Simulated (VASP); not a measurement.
# BeZn2Se3 (P3m1) in VASP: a series of runs

The runs below take BeZn2Se3 through relaxation of cell and atoms, with PBE.

All numbers are computed with VASP 6.6.1; they aren't measurements. Logs are shortened: lines on timing, memory, paths and dates and some standing lists are left out, and cuts for length are marked.

## 1. Starting point

The structure is trigonal, space group P3m1 (No. 156). The conventional cell has a = 3.850 Å, b = 3.850 Å, c = 9.440 Å, α = 90.00°, β = 90.00°, γ = 120.00°. Be (site symmetry 3m) is surrounded by 4 Se at 2.36 Å. Zn (site symmetry 3m) is surrounded by 4 Se at 2.36 Å. Zn (site symmetry 3m) is surrounded by 4 Se at 2.36 Å. Se (site symmetry 3m) has 3 Zn at 2.36 Å and 1 Be at 2.36 Å as nearest neighbours. Se (site symmetry 3m) has 3 Be at 2.36 Å and 1 Zn at 2.36 Å as nearest neighbours. Se (site symmetry 3m) is surrounded by 4 Zn at 2.36 Å.

The cell was built by a generator and needn't be a form met in nature.

## 2. Relaxation of cell and atoms, PBE

INCAR reads:

```
PREC = Normal
ENCUT = 520
EDIFF = 1E-4
ISMEAR = 0
SIGMA = 0.15
LREAL = False
LASPH = True
NELM = 60
ALGO = Fast
ISIF = 3
LWAVE = False
LCHARG = False
GGA = PE
IBRION = 2
NSW = 24
EDIFFG = -0.08
```

KPOINTS reads:

```
Automatic mesh
0
Gamma
  4 4 2
```

POSCAR reads:

```
BeZn2Se3
1.0
    3.8500000000      0.0000000000      0.0000000000
   -1.9250000000      3.3341978000      0.0000000000
    0.0000000000      0.0000000000      9.4400000000
Be Zn Se
1 2 3
Direct
    0.0000000000      0.0000000000      0.0000000000
    0.3333333300      0.6666666700      0.3333300000
    0.6666666700      0.3333333300      0.6666700000
    0.0000000000      0.0000000000      0.2500000000
    0.6666666700      0.3333333300      0.9166700000
    0.3333333300      0.6666666700      0.5833300000
```

Potentials or basis: VASP PAW PBE potentials, release 64 (Be, Zn, Se).

Run with:

```bash
$ cat potpaw_PBE.64/Be/POTCAR potpaw_PBE.64/Zn/POTCAR potpaw_PBE.64/Se/POTCAR > POTCAR
$ mpirun -np 1 vasp_std > vasp.out
```

OUTCAR:

```text
PREC = Normal
   ENCUT = 520
   EDIFF = 1E-4
   ISMEAR = 0
   LREAL = False
   LASPH = True
   NELM = 60
   ISIF = 3
   GGA = PE
   IBRION = 2
   NSW = 24
   EDIFFG = -0.08

 ion  position               nearest neighbor table
   1  0.000  0.000  0.000-   5 2.36   5 2.36   5 2.36   4 2.36
   2  0.333  0.667  0.333-   4 2.36   4 2.36   4 2.36   6 2.36
   3  0.667  0.333  0.667-   6 2.36   6 2.36   6 2.36   5 2.36
   4  0.000  0.000  0.250-   2 2.36   2 2.36   2 2.36   1 2.36
   5  0.667  0.333  0.917-   1 2.36   1 2.36   1 2.36   3 2.36
   6  0.333  0.667  0.583-   3 2.36   3 2.36   3 2.36   2 2.36

  LATTYP: Found a hexagonal cell.
 ALAT       =     3.8500000000
 C/A-ratio  =     2.4519480519

  Lattice vectors:

 A1 = (   3.8500000000,   0.0000000000,   0.0000000000)
 A2 = (  -1.9250000000,   3.3341978000,   0.0000000000)
 A3 = (   0.0000000000,   0.0000000000,   9.4400000000)

Analysis of symmetry for initial positions (statically):
=====================================================================
 Subroutine PRICEL returns:
 Original cell was already a primitive cell.

 Routine SETGRP: Setting up the symmetry group for a
 hexagonal supercell.

 Subroutine GETGRP returns: Found  6 space group operations
 (whereof  6 operations were pure point group operations)
 out of a pool of 24 trial point group operations.

The static configuration has the point symmetry C_3v.

Analysis of symmetry for dynamics (positions and initial velocities):
=====================================================================
 Subroutine PRICEL returns:
 Original cell was already a primitive cell.

 Routine SETGRP: Setting up the symmetry group for a
 hexagonal supercell.

 Subroutine GETGRP returns: Found  6 space group operations
 (whereof  6 operations were pure point group operations)
 out of a pool of 24 trial point group operations.

The dynamic configuration has the point symmetry C_3v.

 Subroutine INISYM returns: Found  6 space group operations
 (whereof  6 operations are pure point group operations),
 and found     1 'primitive' translations

----------------------------------------------------------------------------------------

                                     Primitive cell

  volume of cell :     121.1781

  direct lattice vectors                    reciprocal lattice vectors
     3.850000000  0.000000000  0.000000000     0.259740260  0.149961109  0.000000000
    -1.925000000  3.334197800  0.000000000     0.000000000  0.299922218  0.000000000
     0.000000000  0.000000000  9.440000000     0.000000000  0.000000000  0.105932203

  length of vectors
     3.850000000  3.849999996  9.440000000     0.299922218  0.299922218  0.105932203

  position of ions in fractional coordinates (direct lattice)
     0.000000000  0.000000000  0.000000000
     0.333333330  0.666666670  0.333330000
     0.666666670  0.333333330  0.666670000
     0.000000000  0.000000000  0.250000000
     0.666666670  0.333333330  0.916670000
     0.333333330  0.666666670  0.583330000

  ion indices of the primitive-cell ions
   primitive index   ion index
                 1           1
                 2           2
                 3           3
                 4           4
                 5           5
                 6           6

----------------------------------------------------------------------------------------

 KPOINTS: Automatic mesh

Automatic generation of k-mesh.
 Grid dimensions read from file:
 generate k-points for:    4    4    2

 Generating k-lattice:

  Cartesian coordinates                     Fractional coordinates (reciprocal lattice)
     0.064935065  0.037490277  0.000000000     0.250000000  0.000000000  0.000000000
     0.000000000  0.074980555  0.000000000     0.000000000  0.250000000  0.000000000
     0.000000000  0.000000000  0.052966102     0.000000000  0.000000000  0.500000000

  Length of vectors
     0.074980554  0.074980555  0.052966102

  Shift w.r.t. Gamma in fractional coordinates (k-lattice)
     0.000000000  0.000000000  0.000000000

 Subroutine IBZKPT returns following result:
 ===========================================

 Found      8 irreducible k-points:

 Following reciprocal coordinates:
            Coordinates               Weight
  0.000000  0.000000  0.000000      1.000000
  0.250000 -0.000000  0.000000      6.000000
  0.500000 -0.000000  0.000000      3.000000
  0.250000  0.250000  0.000000      6.000000
  0.000000  0.000000  0.500000      1.000000
  0.250000 -0.000000  0.500000      6.000000
  0.500000 -0.000000  0.500000      3.000000
  0.250000  0.250000  0.500000      6.000000
   k-points           NKPTS =      8   k-points in BZ     NKDIM =      8   number of bands    NBANDS=     26
   number of dos      NEDOS =    301   number of ions     NIONS =      6
   total plane-waves  NPLWV =  31104
   dimension x,y,z NGX =    24 NGY =   24 NGZ =   54
   dimension x,y,z NGXF=    48 NGYF=   48 NGZF=  108
   ions per type =               1   2   3
   NGX,Y,Z   is equivalent  to a cutoff of  10.36, 10.36,  9.51 a.u.
   NGXF,Y,Z  is equivalent  to a cutoff of  20.73, 20.73, 19.02 a.u.
 SYSTEM =  unknown system
   PREC   = normal    normal or accurate (medium, high low for compatibility)
   ISTART =      0    job   : 0-new  1-cont  2-samecut
   ICHARG =      2    charge: 1-file 2-atom 10-const
   ISPIN  =      1    spin polarized calculation?
   LNONCOLLINEAR =      F non collinear calculations
   LSORBIT =      F    spin-orbit coupling
   LASPH  =      T    aspherical Exc in radial PAW
   ENCUT  =  520.0 eV  38.22 Ry    6.18 a.u.   7.16  7.16 17.55*2*pi/ulx,y,z
   NELM   =     60;   NELMIN=  2; NELMDL= -5     # of ELM steps
   EDIFF  = 0.1E-03   stopping-criterion for ELM
   LREAL  =      F    real-space projection
   EDIFFG = -.8E-01   stopping-criterion for IOM
   NSW    =     24    number of steps for IOM
   IBRION =      2    ionic relax: 0-MD 1-quasi-New 2-CG
   NFREE  =      1    steps in history (QN), initial steepest desc. (CG)
   ISIF   =      3    stress and relaxation
   ISYM   =      2    0-nonsym 1-usesym 2-fastsym
   POTIM  = 0.5000    time-step for ionic-motion
   TEBEG  =    0.0;   TEEND  =   0.0 temperature during run
   PSTRESS=    0.0 pullay stress
   NELECT =      44.0000    total number of electrons
   NUPDOWN=      -1.0000    fix difference up-down
   EMIN   =  10.00;   EMAX   =-10.00  energy-range for DOS
   EFERMI =   0.00;   METHOD = LEGACY
   ISMEAR =     0;   SIGMA  =   0.15  broadening in eV -4-tet -1-fermi 0-gaus
   EFERMI_NEDOS =   21; number of points for ismear=-14 and -15
   IALGO  =     68    algorithm
   IMIX   =      4    mixing-type and parameters
     AMIX     =   0.40;   BMIX     =  1.00
     AMIX_MAG =   1.60;   BMIX_MAG =  1.00
  volume/ion in A,a.u.               =      20.20       136.29
  Fermi-wavevector in a.u.,A,eV,Ry     =   1.167932  2.207072 18.559245  1.364066
  Thomas-Fermi vector in A             =   2.304426
   LORBIT       =      0    0 simple, 1 ext, 2 COOP (PROOUT), +10 PAW based schemes
   GGA     = PE    functional components
   LHFCALC =     F    Hartree Fock is set to
   AEXX    =    0.0000 exact exchange contribution
   IVDW    =     0    specifies the selected vdW correction
   LEPSILON=     F    determine dielectric tensor
   LRPA    =     F    only Hartree local field effects (RPA)
 conjugate gradient relaxation of ions
 non-spin polarized calculation
 RMM-DIIS sequential band-by-band and
 Gauss-broadening in eV      SIGMA  =   0.15
  energy-cutoff  :      520.00
  volume of cell :      121.18
 maximum number of plane-waves:      3296
   NGX = 15   NGY = 15   NGZ = 35

--------------------------------------- Ionic step        1  -------------------------------------------

 number of electron      43.9999862 magnetization

 Free energy of the ion-electron system (eV)
  ---------------------------------------------------
  ext. energy  EPLUGINS =         0.00000000
  ---------------------------------------------------
  free energy    TOTEN  =       -20.18679771 eV

  energy without entropy =      -20.18679771  energy(sigma->0) =      -20.18679771

------------------------ aborting loop because EDIFF is reached ----------------------------------------

  FORCE on cell =-STRESS in cart. coord.  units (eV):
  Direction    XX          YY          ZZ          XY          YZ          ZX
  --------------------------------------------------------------------------------------
  -------------------------------------------------------------------------------------
  Total        4.8170011      4.8170011      4.1244433      0.0000000      0.0000000      0.0000000
  in kB       63.6888261     63.6888259     54.5320509      0.0000000      0.0000000      0.0000000
  external PRESSURE =      60.6365676 kB  Pullay stress =       0.0000000 kB
[... 305 lines left out ...]
  energy  without entropy=      -20.5833962383  energy(sigma->0) =      -20.58339624

--------------------------------------- Ionic step        9  -------------------------------------------

 number of electron      44.0000018 magnetization

 Free energy of the ion-electron system (eV)
  ---------------------------------------------------
  ext. energy  EPLUGINS =         0.00000000
  ---------------------------------------------------
  free energy    TOTEN  =       -20.58528923 eV

  energy without entropy =      -20.58528923  energy(sigma->0) =      -20.58528923

 E-fermi :   2.5870     XC(G=0):  -9.1992

 val. band max:        1.9392076213   @ k =   0.0000   0.0000   0.0000
 cond. band min:       3.6702850973   @ k =   0.0000   0.0000   0.0000
 fundamental gap:      1.7310774760
 Fermi energy:         2.5870001009

 k-point     1 :       0.0000    0.0000    0.0000
  band No.  band energies     occupation
      1     -11.4028      2.00000
      2     -10.8033      2.00000
      3     -10.6299      2.00000
      4      -4.6009      2.00000
      5      -4.6009      2.00000
      6      -4.5845      2.00000
[... 254 lines left out ...]
  FREE ENERGIE OF THE ION-ELECTRON SYSTEM (eV)
  ---------------------------------------------------
  free  energy   TOTEN  =       -20.5852892270 eV

  energy  without entropy=      -20.5852892270  energy(sigma->0) =      -20.58528923

 reached required accuracy - stopping structural energy minimisation
```

Wall time 1.9 min (1 thread of Intel Xeon Platinum 8488C (Sapphire Rapids), shared host); peak memory 0.19 GiB.

What came out:

| Item | Value |
| --- | --- |
| Free energy | -20.5853 eV |
| Relaxed volume | 21.62 Å³/atom |
| Relaxed cell | a = 3.946 Å, b = 3.946 Å, c = 9.622 Å, α = 90.00°, β = 90.00°, γ = 120.00° |
| Space group after relaxing (to 0.05 Å) | P3m1 (No. 156) |
| Energy gained by relaxing | 66.4 meV/atom |
| Ionic steps | 9 |
| Pressure after relaxing | -0.1 GPa |
| Largest force after relaxing | 0.080 eV/Å |
| Band gap on the k mesh | 1.73 eV, direct |

Forces on the atoms (eV/Å):
```
Be   0.000  0.000  0.035
Zn   0.000  0.000  0.046
Zn   0.000  0.000 -0.080
Se   0.000  0.000 -0.037
Se   0.000  0.000  0.017
Se   0.000  0.000  0.018
```

Step by step:
```
step  energy change (eV)  largest force (eV/Å)  pressure (GPa)  volume (Å³)
   1              0.0000                1.6014            6.06       121.18
   2             -0.2864                0.5905           -1.63       135.08
   3             -0.2950                0.7059           -1.14       133.18
   4             -0.3510                0.4037           -0.86       131.66
   5             -0.3805                0.3808           -0.06       129.59
   6             -0.3945                0.1926           -0.19       128.99
   7             -0.3965                0.1062            0.13       128.55
   8             -0.3966                0.1080            0.38       128.59
   9             -0.3985                0.0795           -0.13       129.72
```

Final structure:
```xyz
6
Lattice="3.9456 0.0000 0.0000 -1.9728 3.4170 0.0000 0.0000 0.0000 9.6218" Properties=species:S:1:pos:R:3 pbc="T T T"
Be    1.9728    3.4170    0.0072
Zn    0.0000    2.2780    3.1306
Zn    1.9728    1.1390    6.5116
Se    0.0000    0.0000    2.2366
Se    1.9728    1.1390    8.9783
Se    0.0000    2.2780    5.5955
```

Caveat: the k mesh is coarse (spacing up to 0.47 Å⁻¹), so the values aren't converged; the relaxation stopped at a loose force limit of 0.08 eV/Å, so its end isn't a converged minimum. Expect the measured gap to be larger: semilocal functionals such as PBE lack the derivative discontinuity.

(Part 1 of 2 ends here.)
